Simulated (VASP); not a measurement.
Level of theory: vdW-DF2, VASP's PBE PAW potentials (set 64) (plane waves; VASP).

Input for VASP

### KPOINTS
```
kpoints
0
G
 5 5 8
0 0 0
```

### INCAR
```
SYSTEM = TiO2
PREC = Accurate
ENCUT = 520
EDIFF = 1E-7
NELM = 100
ALGO = Normal
LREAL = .FALSE.
LASPH = .TRUE.
ISMEAR = -5
GGA = ML
ZAB_VDW = -1.8867
LUSE_VDW = .TRUE.
AGGAC = 0.0
LMAXMIX = 4
LWAVE = .FALSE.
LCHARG = .TRUE.
LORBIT = 11
NEDOS = 601
ISIF = 2
```

File POSCAR:
```
TiO2
1
    4.6997444895     0.0000000000     0.0000000000
   -0.0000000000     4.6997444895     0.0000000000
    0.0000000000     0.0000000000     3.0133997765
Ti O
2 4
Direct
  0.0000000000   0.0000000000   0.0000000000
  0.5000000000   0.5000000000   0.5000000000
  0.3048264847   0.3048264847   0.0000000000
  0.8048264847   0.1951735153   0.5000000000
  0.1951735153   0.8048264847   0.5000000000
  0.6951735153   0.6951735153   0.0000000000
```

POTCAR, in this order: Ti_sv O (PBE.64 set). Program: vasp_std.

**Question.** What will the output report for the number of irreducible k-points (NKPTS), largest plane-wave count, number of space-group operations, FFT grid (NGX, NGY, NGZ)?

**Answer.** 
- number of irreducible k-points (NKPTS) = 30
- largest plane-wave count = 1819
- number of space-group operations = 16
- FFT grid (NGX, NGY, NGZ) = 36 × 36 × 24

The compound is TiO2 in the rutile structure. It was relaxed first, which changed the volume by +7 %.
